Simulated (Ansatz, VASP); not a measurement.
**Si2Ag: VASP beside Ansatz**

Contents of INCAR:

```
SYSTEM = Si2Ag
  ALGO = Normal
  EDIFF = 1E-6
  ENCUT = 520
  GGA = PE
  ISIF = 2
  ISMEAR = -1
  LASPH = .TRUE.
  LCHARG = .FALSE.
  LREAL = .FALSE.
  LWAVE = .FALSE.
  NBANDS = 16
  NELM = 100
  PREC = Accurate
  SIGMA = 0.1
```

KPOINTS

```
k-points
0
G
  6 6 3
  0 0 0
```

Contents of POSCAR:

```
Si2Ag
1.0
    2.9036440000      0.0000000000      0.0000000000
    0.0000000000      2.9036440000      0.0000000000
    0.0000000000      0.0000000000      5.9909460000
Si Ag
2 1
Direct
    0.5000000000      0.5000000000      0.2950000000
    0.5000000000      0.5000000000      0.7050000000
    0.0000000000      0.0000000000      0.0000000000
```

Input for Ansatz:

```yaml
crystal:
  lattice:
    - [2.903644, 0.0, 0.0]
    - [0.0, 2.903644, 0.0]
    - [0.0, 0.0, 5.990946]
  atoms:
    - { symbol: Si, position: [0.5, 0.5, 0.295] }
    - { symbol: Si, position: [0.5, 0.5, 0.705] }
    - { symbol: Ag, position: [0.0, 0.0, 0.0] }
  symmetry: { tolerance: 0.0003 }
kpoints:
  mp_grid: { grid: [6, 6, 3], shift: [0, 0, 0] }
magnetization:
  spin_polarized: false
scf:
  occupations: { method: fermi_dirac }
hamiltonian:
  pseudopotentials: { kind: paw }
  xc: pbe
basis:
  ecutwfc: "800 eV"
output:
  forces: true
  stress: true
  eigenvalues: true
```

The cell was built by a generator and needn't be a form met in nature.

Alike in both runs: task single point; functional PBE; k mesh 6 × 6 × 3; no spin polarisation.

|  | VASP | Ansatz |
| --- | --- | --- |
| version | VASP 6.6.1 | Ansatz 0.2.0 |
| potentials or method | VASP PAW PBE potentials, release 64 (Si, Ag) | PAW plane waves |
| plane-wave cutoff (eV) | 520 | 800 |
| occupations | fermi-dirac, width 0.1 eV | fermi-dirac |
| valence electrons in the cell | 19 | 27 |

```tsv
	VASP	Ansatz	Ansatz less VASP
gap on the k mesh at the Fermi level (eV)	none	none	-
pressure (GPa)	6.1	6.1	+0.07
largest component of the traceless stress (GPa)	1.68	1.63	-0.049
rms of the force components (eV/Å)	0.464	0.465	+0.0005
```

Atom by atom the forces differ by 0.001 eV/Å (rms over components). A gap of «none» marks a metal or a gap that the smearing closes. The two sets of potentials don't hold the same shells in valence.

Caveats: the k mesh is coarse (spacing up to 0.36 Å⁻¹), so the values aren't converged.
